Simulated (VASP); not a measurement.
Mo$_{3}$Si (A15) is relaxed at rising pressure, each step from the one before. Symmetry mostly holds the structure type, and other phases were not tried. The mesh follows the cell, and a change of mesh leaves a small step in the series.

Input:

```
CELL_PARAMETERS angstrom
      4.86446     0.00000     0.00000
      0.00000     4.86446     0.00000
      0.00000     0.00000     4.86446
ATOMIC_POSITIONS crystal
  Si 0.50000 0.50000 0.50000
  Si 0.00000 0.00000 0.00000
  Mo 0.25000 0.00000 0.50000
  Mo 0.50000 0.25000 0.00000
  Mo 0.50000 0.75000 0.00000
  Mo 0.75000 0.00000 0.50000
  Mo 0.00000 0.50000 0.75000
  Mo 0.00000 0.50000 0.25000
```

These are PBEsol GGA, VASP's PBE PAW potentials (set 64) (plane waves; VASP) values and carry that method's errors. Numerical set-up: 500 eV cut-off, 6×6×6 Γ-centred mesh, first-order Methfessel-Paxton smearing of 0.10 eV, potentials Si Mo_sv.

| P (GPa) | V (Å³/atom) | H − H(0) (eV/atom) | space group | gap on the mesh (eV) | k-mesh |
|---|---|---|---|---|---|
| 0 | 14.39 | 0.000 | Pm-3n | 0.00 | 6×6×6 |
| 5 | 14.12 | 0.439 | Pm-3n | 0.00 | 7×7×7 |
| 10 | 13.90 | 0.876 | Pm-3n | 0.00 | 7×7×7 |
| 20 | 13.48 | 1.730 | Pm-3n | 0.00 | 7×7×7 |
| 30 | 13.13 | 2.560 | Pm-3n | 0.00 | 7×7×7 |
| 45 | 12.67 | 3.767 | Pm-3n | 0.00 | 7×7×7 |

Pressures at which the relaxation failed are left out.

The compound is Mo3Si in the A15 structure.
